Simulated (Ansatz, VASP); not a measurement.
# CaRhO3: VASP beside Ansatz, part 2 of 2

Wanted: the spread between two codes on one cell, functional and k mesh.

VASP 6.6.1 and Ansatz 0.2.0.

So far. Step 2 (VASP: single point, PBEsol, DFT+U): The run ends at a pressure of -3.90 GPa, with forces up to 0.11 eV/Å.

### Step 3. Ansatz: single point, PBEsol, DFT+U

Level of this step: Ansatz beside VASP: Kohn-Sham DFT, plane waves, PBEsol, DFT+U (Ansatz).

Ansatz runs on its default PAW (the set named soft_2) files.

The same cell, functional, mesh and smearing now go to Ansatz, which takes its cutoff from its data sets.

Contents of input.yaml:

```yaml
crystal:
  lattice:
    - [1.5565709103, -4.9009609359, 0.0]
    - [1.5565709103, 4.9009609359, 0.0]
    - [0.0, 0.0, 14.5951721602]
  atoms:
    - { symbol: Ca, position: [0.74983703, 0.25016297, 0.125] }
    - { symbol: Ca, position: [0.74983703, 0.25016297, 0.625] }
    - { symbol: Ca, position: [0.25016297, 0.74983703, 0.375] }
    - { symbol: Ca, position: [0.25016297, 0.74983703, 0.875] }
    - { symbol: Rh, position: [0.0, 0.0, 0.25], spin: 1.0 }
    - { symbol: Rh, position: [0.0, 0.0, 0.75], spin: -1.0 }
    - { symbol: Rh, position: [0.0, 0.0, 0.0], spin: 1.0 }
    - { symbol: Rh, position: [0.0, 0.0, 0.5], spin: -1.0 }
    - { symbol: O, position: [0.07550895, 0.92449105, 0.125] }
    - { symbol: O, position: [0.07550895, 0.92449105, 0.625] }
    - { symbol: O, position: [0.92449105, 0.07550895, 0.375] }
    - { symbol: O, position: [0.92449105, 0.07550895, 0.875] }
    - { symbol: O, position: [0.37341133, 0.62658867, 0.223902205] }
    - { symbol: O, position: [0.37341133, 0.62658867, 0.723902205] }
    - { symbol: O, position: [0.62658867, 0.37341133, 0.276097795] }
    - { symbol: O, position: [0.62658867, 0.37341133, 0.776097795] }
    - { symbol: O, position: [0.37341133, 0.62658867, 0.026097795] }
    - { symbol: O, position: [0.37341133, 0.62658867, 0.526097795] }
    - { symbol: O, position: [0.62658867, 0.37341133, 0.473902205] }
    - { symbol: O, position: [0.62658867, 0.37341133, 0.973902205] }
hamiltonian:
  xc: pbesol
  pseudopotentials: { kind: paw }
  hubbard: { sites: [{ species: Rh, l: d, u_eff: 2.0 }] }
magnetization:
  spin_polarized: true
kpoints:
  mp_grid: { grid: [8, 8, 2] }
scf:
  occupations: { method: fermi_dirac, width: 0.05 }
  n_extra_bands: 13
output:
  forces: true
  stress: true
  eigenvalues: true
  write_density: true
  write_potential: true
  elf: true
  volumetric_format: npy
```

Command:

```console
ansatz run input.yaml --threads 8 --pin off --max-ram 18432MiB --backend cpu --events-out ev --progress --plain --runs-dir out
```

Numbers of over 12 decimals in the logs are rounded to 6 here.

The log of the run:

```text
Ca: projections on atomic orbitals take those of the free atom [Ne] 3s2 3p6 4s2, of charge +0.00 (hamiltonian.pseudopotentials.projection_atoms); the dataset's partial waves leave at most 2.9e-7 of an orbital's norm unspanned inside its sphere
Rh: projections on atomic orbitals take those of the free atom [Ar 3d10] 4s2 4p6 4d8 5s1, of charge +0.00 (hamiltonian.pseudopotentials.projection_atoms); the dataset's partial waves leave at most 8.9e-6 of an orbital's norm unspanned inside its sphere
O: projections on atomic orbitals take those of the free atom [He] 2s2 2p4, of charge +0.00 (hamiltonian.pseudopotentials.projection_atoms); the dataset's partial waves leave at most 1.9e-8 of an orbital's norm unspanned inside its sphere
scf.n_extra_bands = 13 over 90 filled bands (N_el = 180.0): the run solves 103 bands
Engine: ansatz 0.2.0, aarch64-unknown-linux-gnu
Pseudopotentials: kind: paw
Pseudopotential: Ca, paw, valence charge 10, recommended cutoff 420 eV (normal), Ca.paw.azcp
Pseudopotential: Rh, paw, valence charge 17, recommended cutoff 420 eV (normal), Rh.paw.azcp
Pseudopotential: O, paw, valence charge 6, recommended cutoff 420 eV (normal), O.paw.azcp
Functional definition: PBEsol
  exchange = pbesol_x
  correlation = pbesol_c
Crystal: 20 atoms, lattice volume = 222.684 Å³
Basis set: ecut = 420 eV, 4365 PW (Γ), exchange–correlation on 72×72×200 points (8 copies of the dense FFT grid, shifted against one another)
Bands: 103, of which v1, the nominal top of the filled ones, is band 90 counted from 1 (89 counted from 0)
Symmetry: 4 space group operations
Space group: Amm2 (ITA 38), of the structure as read, at distance tolerance 6.1e-5 Å
Magnetic group: BNS 38.192 (UNI 290), of the structure as read, at distance tolerance 6.1e-5 Å
k-points: 42 of 128 (time reversal used)
Non-local potential: Ca, projectors of the file, l = 0: 3, l = 1: 2, l = 2: 2
Non-local potential: Rh, projectors of the file, l = 0: 3, l = 1: 2, l = 2: 2, l = 3: 1
Non-local potential: O, projectors of the file, l = 0: 2, l = 1: 2, l = 2: 1
PAW form: soft (Blöchl's): semilocal exchange-correlation on the pseudo side does not see the compensation charge
PAW frozen core: Ca, regenerated for the run's functional, and the local potential with it (the file was generated under x = pbe(κ = 0.804, μ = 0.219515), c = pbe(β = 0.066725))
PAW frozen core: Rh, regenerated for the run's functional, and the local potential with it (the file was generated under x = pbe(κ = 0.804, μ = 0.219515), c = pbe(β = 0.066725))
PAW frozen core: O, regenerated for the run's functional, and the local potential with it (the file was generated under x = pbe(κ = 0.804, μ = 0.219515), c = pbe(β = 0.066725))
PAW one-centre angular grid: Ca, 110 points (default); XC on 64 Gauss nodes
PAW one-centre angular grid: Rh, 590 points (default); XC on 64 Gauss nodes
PAW one-centre angular grid: O, 110 points (default); XC on 64 Gauss nodes
Initial density: superposition of atomic densities (chi_scale 0.1, normalization cell, long waves kept (reshape's long-wave potential 0.05 eV rms))
Starting moments: Σ|m| = 4 μB on 4 of 20 sites
Starting magnetic order: antiferromagnet; a translation exchanges its spin sublattices: spin-degenerate at every k-point
Initial wavefunctions: pseudopotential atomic-orbital guess
Functional: x = pbesol(κ = 0.804, μ = 0.123457), c = pbesol(β = 0.046)
SCF iter   1: F=—  HF=-39274.997155 eV  |F-HF|=—  |Δ(HF+E_count)|=         —  Δρ=7.86e-2 (↑7.86e-2 ↓7.86e-2)  dr2=9.53e1  dr2_m=7.57e-1  M=0.000 μB ∫|m|=3.981 μB  β_m=0.30  ethr=3.10e-3  ⟨swp⟩=10.8  Hψ=20906  notcnv=0  defer=5
preconditioner: auto → Kerker (q_TF=auto, 2.633 Å⁻¹)  [metal: Δε(μ)=0.009 eV  Ē_g=11.886 eV  σ=0.050 eV  W_gap=0.05  n_scr=68 (ndim 8)  ℏωp=29.4 eV  f_vac=0.000  D(μ)=11.80/eV (n_scr^D=130)]
spin=Collinear: Kerker preconditioning applied to the charge; magnetization (m = ρ↑ − ρ↓) channel mixes plain (no charge-response kernel on spin).
SCF iter   2: F=—  HF=-39265.702728 eV  |F-HF|=—  |Δ(HF+E_count)|=    9.29e0  Δρ=4.89e-2 (↑4.89e-2 ↓4.89e-2)  dr2=3.10e1  dr2_m=5.33e-1  M=0.000 μB ∫|m|=3.777 μB  β_m=0.30  ethr=3.10e-3  ⟨swp⟩=4.4  Hψ=9544  notcnv=0  defer=96
SCF iter   3: F=—  HF=-39260.520999 eV  |F-HF|=—  |Δ(HF+E_count)|=    5.18e0  Δρ=2.36e-2 (↑2.36e-2 ↓2.36e-2)  dr2=5.33e0  dr2_m=3.30e-1  M=0.000 μB ∫|m|=3.640 μB  β_m=0.30  ethr=3.10e-3  ⟨swp⟩=4.3  Hψ=9740  notcnv=0  defer=162
SCF iter   4: F=—  HF=-39259.273482 eV  |F-HF|=—  |Δ(HF+E_count)|=    1.25e0  Δρ=1.57e-2 (↑1.57e-2 ↓1.57e-2)  dr2=8.53e-1  dr2_m=2.15e-1  M=0.000 μB ∫|m|=3.619 μB  β_m=0.30  ethr=2.96e-3  ⟨swp⟩=3.3  Hψ=7161  notcnv=0  defer=163
SCF iter   5: F=—  HF=-39259.249969 eV  |F-HF|=—  |Δ(HF+E_count)|=   2.35e-2  Δρ=1.06e-2 (↑1.06e-2 ↓1.06e-2)  dr2=3.75e-1  dr2_m=1.26e-1  M=0.000 μB ∫|m|=3.602 μB  β_m=0.30  ethr=4.74e-4  ⟨swp⟩=3.8  Hψ=5753  notcnv=0  defer=139
SCF iter   6: F=—  HF=-39259.235360 eV  |F-HF|=—  |Δ(HF+E_count)|=   1.46e-2  Δρ=7.06e-3 (↑7.06e-3 ↓7.06e-3)  dr2=9.32e-2  dr2_m=8.26e-2  M=0.000 μB ∫|m|=3.570 μB  β_m=0.30  ethr=2.08e-4  ⟨swp⟩=2.5  Hψ=7367  notcnv=0  defer=138
[...]
SCF iter  12: F=—  HF=-39259.326911 eV  |F-HF|=—  |Δ(HF+E_count)|=   1.23e-4  Δρ=9.93e-5 (↑9.93e-5 ↓9.93e-5)  dr2=8.23e-5  dr2_m=8.04e-6  M=0.000 μB ∫|m|=3.538 μB  β_m=0.84  ethr=3.78e-7  ⟨swp⟩=2.0  Hψ=6581  notcnv=0  defer=136
SCF iter  13: F=—  HF=-39259.326915 eV  |F-HF|=—  |Δ(HF+E_count)|=   4.17e-6  Δρ=6.34e-5 (↑6.34e-5 ↓6.34e-5)  dr2=5.44e-5  dr2_m=7.85e-7  M=0.000 μB ∫|m|=3.540 μB  β_m=0.85  ethr=4.57e-8  ⟨swp⟩=2.0  Hψ=6407  notcnv=0  defer=136
SCF iter  14: F=—  HF=-39259.326912 eV  |F-HF|=—  |Δ(HF+E_count)|=   3.78e-6  Δρ=3.44e-5 (↑3.44e-5 ↓3.44e-5)  dr2=1.52e-5  dr2_m=2.72e-7  M=0.000 μB ∫|m|=3.539 μB  β_m=0.86  ethr=3.02e-8  ⟨swp⟩=2.0  Hψ=6064  notcnv=0  defer=136
SCF iter  15: F=—  HF=-39259.326910 eV  |F-HF|=—  |Δ(HF+E_count)|=   1.63e-6  Δρ=1.35e-5 (↑1.35e-5 ↓1.35e-5)  dr2=3.36e-6  dr2_m=4.52e-8  M=0.000 μB ∫|m|=3.539 μB  β_m=0.92  ethr=8.45e-9  ⟨swp⟩=2.2  Hψ=6042  notcnv=0  defer=136
SCF iter  16: F=—  HF=-39259.326910 eV  |F-HF|=—  |Δ(HF+E_count)|=   1.39e-7  Δρ=1.67e-5 (↑1.67e-5 ↓1.67e-5)  dr2=2.60e-6  dr2_m=2.74e-8  M=0.000 μB ∫|m|=3.539 μB  β_m=0.72  ethr=1.87e-9  ⟨swp⟩=2.0  Hψ=6480  notcnv=0  defer=136
iter 17 met the thresholds in force, and the SCF goes on: an eigenvalue changes by 0.66 meV, over its tolerance of 0.50 meV (output.eigenvalues, Limitations)
SCF iter  17: F=-39259.326909 eV  HF=-39259.326909 eV  |F-HF|=6.24e-8  |Δ(HF+E_count)|=   3.80e-7  Δρ=2.55e-6 (↑2.55e-6 ↓2.55e-6)  dr2=9.02e-8  dr2_m=1.87e-9  M=0.000 μB ∫|m|=3.539 μB  β_m=0.84  ethr=5.56e-11  ⟨swp⟩=18.2  Hψ=33177  notcnv=0
SCF iter  18: F=-39259.326909 eV  HF=-39259.326909 eV  |F-HF|=6.11e-8  |Δ(HF+E_count)|=   1.03e-9  Δρ=2.41e-6 (↑2.41e-6 ↓2.41e-6)  dr2=6.94e-8  dr2_m=8.43e-10  M=0.000 μB ∫|m|=3.539 μB  ethr=5.01e-11  ⟨swp⟩=5.1  Hψ=24659  notcnv=0
SCF 1 converged in 18 iterations: F = -39259.326909 eV  dr2 = 6.94e-8
  greatest PAW one-centre occupation: 1.000 electrons in one spin orbital (limit 2), on the Rh atom at site 7 (counted from 0), in its partial waves of l = 0
SCF converged after 18 iterations
an eigenvalue changed by more than its tolerance at an iteration that met the thresholds in force, so the SCF went on 1 time: the last check found none over its tolerance
Magnetization: 0.0000 μB (90.0000 up, 90.0000 down)
Absolute magnetization: 3.4989 μB (∫|ρ↑−ρ↓|, with the PAW one-centre terms)
Spin contamination: 1.5955 ħ² per cell (⟨S²⟩ above its minimum at these occupations)
Per-site moments (μB) at R_I (Å): [(0.00470163, 0.953468), (-0.00470163, 0.953468), (-3.147094005497209e-17, 0.953468), (4.903084956767245e-17, 0.953468), (0.412926, 0.812135), (-0.412926, 0.812135), (0.412926, 0.812135), (-0.412926, 0.812135), (0.169473, 0.812135), (-0.169473, 0.812135), (-6.282419133393198e-17, 0.812135), (2.282086175377948e-16, 0.812135), (0.114655, 0.836024), (-0.114655, 0.836024), (0.089882, 0.836024), (-0.089882, 0.836024), (0.114655, 0.836024), (-0.114655, 0.836024), (-0.089882, 0.836024), (0.089882, 0.836024)]
Free energy (F): -39259.326909 eV
Harris-Foulkes:  -39259.326909 eV  (|F-HF|=6.11e-8)
Internal energy: -39259.265816 eV  (E = F + TS)
E sigma→0 (E₀):  -39259.296363 eV
Entropy (-TS):   -0.061094 eV (-3.055 meV/atom)
Fermi energy:    11.287226 eV
--- Per-component energies (eV) ---
  E_band       = -1233.300311
  E_kinetic    = 5489.126820
  E_local      = -14826.483917  (includes V_loc(G=0)·N_el)
  E_nonlocal   = 2258.061777
  E_hartree    = 5269.244503
  E_xc         = -2297.374198
  E_vxc        = -2911.950165  (∫ρ·V_xc dr)
  E_hubbard    = 5.612256  (on-site DFT+U / exact-exchange correction)
  E_vhub       = -18.270840  (the Hubbard potential's part of the band-sum identity)
  E_paw        = -19262.830839  (= ΣΔE_a)
  E_vpaw       = -1762.311390  (= ΣTr[D̂ρ^β])
  E_aug_tail   = 0.033657  (compensation charges beyond the density's cutoff)
  E_ewald      = -15896.659306
  E_core_change = 2.003431  (= ΣΔE_core)
  E_smearing   = -0.061094  (= −TS)
  E_closure    = -0.000000  (closes the sum)
  Σ components = -39259.326909   (vs F -39259.326909, Δ=0.00e0)
--- Forces (eV/Å), atoms counted from 1 ---
  atom   1  Ca    -0.00000000    -0.00314221    -0.00000000
  atom   2  Ca    -0.00000000    -0.00314221    -0.00000000
  atom   3  Ca     0.00000000    -0.04272841     0.00000000
  atom   4  Ca     0.00000000    -0.04272841    -0.00000000
  atom   5  Rh     0.00000000     0.00547019    -0.02449022
  atom   6  Rh     0.00000000     0.00547019    -0.02449022
  atom   7  Rh    -0.00000000     0.00547019     0.02449022
  atom   8  Rh    -0.00000000     0.00547019     0.02449022
  atom   9  O     -0.00000000     0.03242439    -0.00000000
  atom  10  O     -0.00000000     0.03242439    -0.00000000
  atom  11  O     -0.00000000     0.07378942    -0.00000000
  atom  12  O     -0.00000000     0.07378942     0.00000000
  atom  13  O     -0.00000000    -0.03788891    -0.02147989
  atom  14  O     -0.00000000    -0.03788891    -0.02147989
  atom  15  O      0.00000000     0.00217622    -0.04619291
  atom  16  O      0.00000000     0.00217622    -0.04619291
  atom  17  O     -0.00000000    -0.03788891     0.02147989
  atom  18  O     -0.00000000    -0.03788891     0.02147989
  atom  19  O      0.00000000     0.00217622     0.04619291
  atom  20  O      0.00000000     0.00217622     0.04619291
  max |Σ_I F_I| component: 2.84e-4 eV/Å
--- Stress (GPa, compression-positive) ---
       -2.961514       0.000000       0.000000
        0.000000      -2.973601       0.000000
        0.000000       0.000000      -3.775833
  P = ⅓ Tr σ = -3.2370 GPa (-32.370 kbar)
--- Band table (eV; the first three rows and the last of 84) ---
  k-point 0 ↑: bands = [... 86 lower, 10.8231, 10.9498, 10.9735, 11.3153, 11.3777, 11.7496, 13.6056, 14.0819, ... 9 higher]
  k-point 1 ↑: bands = [... 86 lower, 10.9182, 10.9582, 11.1781, 11.3433, 11.3436, 11.7092, 13.6292, 13.7747, ... 9 higher]
  k-point 2 ↑: bands = [... 86 lower, 10.7308, 10.8214, 11.0023, 11.1951, 11.2450, 11.7093, 13.5615, 13.8761, ... 9 higher]
  k-point 41 ↓: bands = [... 86 lower, 11.0392, 11.0714, 11.1423, 11.4428, 11.5094, 11.6776, 13.4601, 13.5914, ... 9 higher]
Occupation matrices written to <dir>
```

Wall time 77 s (8 threads of Arm Neoverse N1, shared host); peak memory 2.1 GiB; 9.8 min of CPU time.

The column dr2 measures how far the density is from self-consistency, as an energy; F and HF (Harris–Foulkes) agree once it is small.

The run ends at a pressure of -3.24 GPa, with forces up to 0.074 eV/Å.

### Step 4. Side by side

Known differences besides the PAW data sets themselves: U acts on the PAW sphere in VASP and on atomic orbitals in Ansatz, so only states and trends compare; the data sets hold 180 valence electrons in Ansatz (default PAW (the set named soft_2) files) and 172 in VASP; the cutoff is 420 eV in Ansatz and 480 eV in VASP (PREC = Normal, projectors in real space); Ansatz makes its cores anew for this functional, VASP keeps those of its PBE data sets; site moments are counted in spheres of each program's own size. Total energies have different zeros and are not compared.

Compared:

```tsv
quantity	Ansatz	VASP	difference
pressure (GPa)	-3.24	-3.90	+0.66
moment on Rh8 (μB)	-0.41	-0.55	+0.13
moment on Rh7 (μB)	0.41	0.55	-0.13
moment on Rh6 (μB)	-0.41	-0.55	+0.13
moment on Rh5 (μB)	0.41	0.55	-0.13
moment on O10 (μB)	-0.17	-0.15	-0.02
moment on O9 (μB)	0.17	0.15	+0.02
moment on O13 (μB)	0.12	0.10	+0.01
moment on O14 (μB)	-0.12	-0.10	-0.01
```

Forces on 10 of the 20 atoms, picked by the larger force of the two programs (eV/Å; atoms numbered as in POSCAR):

```tsv
atom	Ansatz x, y, z	VASP x, y, z
O9	0.000, 0.032, 0.000	0.000, 0.115, 0.000
O10	0.000, 0.032, 0.000	0.000, 0.115, 0.000
O13	0.000, -0.038, -0.021	0.000, -0.110, 0.019
O14	0.000, -0.038, -0.021	0.000, -0.110, 0.019
O15	0.000, 0.002, -0.046	0.000, 0.068, -0.089
O16	0.000, 0.002, -0.046	0.000, 0.068, -0.089
O17	0.000, -0.038, 0.021	0.000, -0.110, -0.019
O18	0.000, -0.038, 0.021	0.000, -0.110, -0.019
O19	0.000, 0.002, 0.046	0.000, 0.068, 0.089
O20	0.000, 0.002, 0.046	0.000, 0.068, 0.089
```

The forces differ by 37 meV/Å r.m.s., which is 78.7 % of the r.m.s. force of 0.05 eV/Å (both taken over all components). Ansatz's pressure holds a Pulay correction of 0.74 GPa; VASP's holds none.

### Step 5. Outcome

| Quantity | Value |
| --- | --- |
| difference in moment on Rh8 (single point, PBEsol, DFT+U) | 0.13 μB |

What this shows: The difference in moment on Rh8 is 0.13 μB (single point, PBEsol, DFT+U). How closely two codes agree says nothing of how well the functional describes the real material.

[Lines on the potential files, build, host, timing and source positions are cut from VASP's logs without a mark.]

[Logs are printed without paths, hosts, clocks, repeated set-up lines and the standing remarks that a program may print on its own settings, such as how far it seeks lower states.]

[Hosts, paths, dates, database ids (printed as entryN), source tags and the programs' standing remarks are cut or masked in the printed files.]
